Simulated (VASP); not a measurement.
Here is the system:

```xyz
6
Lattice="-3.0115 3.0115 2.3874 3.0115 -3.0115 2.3874 3.0115 3.0115 -2.3874" Properties=species:S:1:pos:R:3 pbc="T T T"
Al     0.9523     3.9638     0.0000
Al     2.0593     0.9523     0.0000
Al     0.9523     2.0593     2.3874
Al     2.0593    -0.9523     2.3874
Cu     0.0000     0.0000     3.5812
Cu     0.0000     0.0000     1.1937
```

These are PBEsol GGA, VASP's PBE PAW potentials (set 64) (plane waves; VASP) values and carry that method's errors. Run with 400 eV cut-off, 9×9×9 Γ-centred mesh, tetrahedra with Blöchl corrections, potentials Al Cu.

The job: Al2Cu (sg140), 6 atoms, PBEsol, static run, 400 eV, 9×9×9 Γ-centred mesh. Roughly how much core time does it take on a busy server core?

About 4 core-minutes (one run on a shared machine, a rough figure). It had 75 irreducible k-points, 21 bands, up to 1600 plane waves and 24 electronic steps.

The compound is Al2Cu in the sg140 structure. It was relaxed first.
